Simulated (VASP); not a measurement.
Input:

```xyz
3
Lattice="1.5348 -2.6583 0.0000 1.5348 2.6583 0.0000 0.0000 0.0000 3.5339" Properties=species:S:1:pos:R:3 pbc="T T T"
Mg     0.0000     0.0000     0.0000
B      1.5348     0.8861     1.7670
B      1.5348    -0.8861     1.7670
```

These are PBE GGA, VASP's PBE PAW potentials (set 64) (plane waves; VASP) values and carry that method's errors. Run with 620 eV cut-off, 11×11×9 Γ-centred mesh, first-order Methfessel-Paxton smearing of 0.10 eV, potentials Mg B.

Estimate the energy per atom (σ→0), band gap (on the k-mesh) with the smallest direct gap where there is one.

```yaml
band gap (on the k-mesh): none (metal, semimetal or under 0.01 eV)
energy per atom (σ→0): -5.109 eV/atom
```

The absolute energy has meaning only against runs of the same code, potentials and settings.

The compound is MgB2 in the AlB2 type structure. It was relaxed first.
